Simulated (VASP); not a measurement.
A convergence study with VASP on AlP (zinc blende): one setting is varied, all else stays as given below, so the limit is that of these other settings.

```yaml
crystal:
  lattice:
    - [0.00000, 2.73000, 2.73000]
    - [2.73000, 0.00000, 2.73000]
    - [2.73000, 2.73000, 0.00000]
  atoms:
    - { symbol: Al, position: [0.00000, 0.00000, 0.00000] }
    - { symbol: P, position: [0.25000, 0.25000, 0.25000] }
```

All values below come from PBE GGA, VASP's PBE PAW potentials (set 64) (plane waves; VASP 6.6.1). The tightest run used: 550 eV cut-off, 17×17×17 Γ-centred mesh, tetrahedra with Blöchl corrections, potentials Al P.

The reference is 17×17×17 mesh, which took about 30 core-seconds. Costs are core time on shared hosts, one run each; read them as rough ratios.

Of the settings 3×3×3 mesh; 4×4×4 mesh; 5×5×5 mesh; 6×6×6 mesh; 7×7×7 mesh; 8×8×8 mesh; 9×9×9 mesh; 10×10×10 mesh; 11×11×11 mesh; 12×12×12 mesh; 13×13×13 mesh; 14×14×14 mesh; 15×15×15 mesh; 16×16×16 mesh; 17×17×17 mesh, which is the lowest that keeps the difference from the reference in the stress, largest component (GPa) within 0.5 from there on, and what does it cost?

4×4×4 mesh; its cost over the reference is about 1/5.
```csv
setting,"difference in the stress, largest component (GPa)",cost over the reference
3×3×3 mesh,1.42,about 1/5
4×4×4 mesh,0.41,about 1/5
5×5×5 mesh,0.13,about 1/5
6×6×6 mesh,0.04,about 1/4
7×7×7 mesh,0.01,about 1/4
8×8×8 mesh,0.00,about 1/3
9×9×9 mesh,0.00,about 1/3
10×10×10 mesh,0.00,about 1/3
11×11×11 mesh,0.00,about 1/2
12×12×12 mesh,0.00,about 1/2
13×13×13 mesh,0.00,within a factor of 2
14×14×14 mesh,0.00,within a factor of 2
15×15×15 mesh,0.00,within a factor of 2
16×16×16 mesh,0.00,within a factor of 2
17×17×17 mesh,0.00,reference
```

Left out are rungs that failed or repeat a setting and relaxations that didn't move; long series are thinned to 24 rows.

The compound is AlP in the zinc blende structure. The cell was not relaxed at this level.
